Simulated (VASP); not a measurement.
Cd2TeO:

```
Cd Te O
1.0
     4.03469    0.00000    0.00000
    -2.01734    3.49414    0.00000
     0.00000    0.00000    6.21440
Cd Te O
2 1 1
Direct
  0.66667 0.33333 0.73390
  0.66667 0.33333 0.26610
  0.00000 0.00000 0.00000
  0.33333 0.66667 0.50000
```

The cell was built by a generator and needn't be a form met in nature.

- Program: VASP 6.6.1
- Task: relaxation of cell and atoms
- Functional: PBE
- Potentials or basis: VASP PAW PBE potentials, release 64 (Cd, Te, O)
- Cutoff: 520 eV
- k mesh: 4 × 4 × 3
- Occupations: gaussian, width 0.15 eV
- Spin: no spin polarisation

At the start: pressure 1.2 GPa; volume 21.90 Å³/atom.

Q: Where does the relaxation end?

A: Over 11 steps the energy falls by 150.9 meV/atom and the volume is 20.55 Å³/atom (-6.2 %); space group P-6m2 (No. 187, to 0.05 Å).

Step by step:
| step | energy change (eV) | largest force (eV/Å) | pressure (GPa) | volume (Å³) |
| --- | --- | --- | --- | --- |
| 1 | 0.0000 | 1.4240 | 1.17 | 87.61 |
| 2 | -0.1659 | 0.6652 | -1.31 | 89.64 |
| 3 | -0.2175 | 0.0986 | -2.70 | 91.48 |
| 4 | -0.3799 | 0.0542 | -1.19 | 87.61 |
| 5 | -0.3815 | 1.1804 | 7.81 | 76.49 |
| 6 | -0.4689 | 0.5292 | 2.35 | 82.28 |
| 7 | -0.5708 | 0.0187 | 0.79 | 82.31 |
| 8 | -0.5882 | 0.2174 | -0.44 | 81.98 |
| 9 | -0.6020 | 0.1078 | 0.07 | 82.13 |
| 10 | -0.5902 | 0.0962 | 0.67 | 82.28 |
| 11 | -0.6038 | 0.0767 | 0.17 | 82.18 |

Final structure:
```
CELL_PARAMETERS angstrom
3.60932 0.00000 0.00000
-1.80466 3.12576 0.00000
0.00000 0.00000 7.28465
ATOMIC_POSITIONS crystal
Cd 0.66667 0.33333 0.69116
Cd 0.66667 0.33333 0.30884
Te 0.00000 0.00000 0.00000
O 0.33333 0.66667 0.50000
```

Caveat: the k mesh is coarse (spacing up to 0.45 Å⁻¹), so the values aren't converged.
